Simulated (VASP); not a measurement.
Data:

```
CELL_PARAMETERS angstrom
      1.49000    -2.58076     0.00000
      1.49000     2.58076     0.00000
      0.00000     0.00000     5.62000
ATOMIC_POSITIONS crystal
  Cd 0.33333 0.66667 0.25000
  Cd 0.66667 0.33333 0.75000
```

All values below come from PBE GGA with D3 dispersion (zero damping), VASP's PBE PAW potentials (set 64) (plane waves; VASP). Run with 520 eV cut-off, 13×13×6 Γ-centred mesh, first-order Methfessel-Paxton smearing of 0.10 eV, potentials Cd.

**Question.** The ions, cell shape and volume are relaxed. Which structure does the run end with?

**Answer.** 
```
CELL_PARAMETERS angstrom
      1.49695    -2.59279     0.00000
      1.49695     2.59279     0.00000
      0.00000     0.00000     5.63089
ATOMIC_POSITIONS crystal
  Cd 0.33333 0.66667 0.25000
  Cd 0.66667 0.33333 0.75000
```
Space group P6_3/mmc (194), at a tolerance of 0.03 Å.

**Question.** How do energy and volume change from the first to the last step?

**Answer.** The energy (σ→0) changes by -0.5 meV/atom and the volume by +1.1 %, in 4 ionic steps.

| step | E(σ→0) (eV) | max force (eV/Å) | pressure (GPa) | volume (Å³) |
|---|---|---|---|---|
| 1 | -2.1626 | 0.000 | 0.63 | 43.22 |
| 2 | -2.1637 | 0.000 | -0.04 | 43.76 |
| 3 | -2.1637 | 0.000 | -0.03 | 43.73 |
| 4 | -2.1637 | 0.000 | -0.01 | 43.71 |

The compound is Cd in the hcp structure. This run relaxes it. Symmetry was kept, so distortions that lower it aren't found.
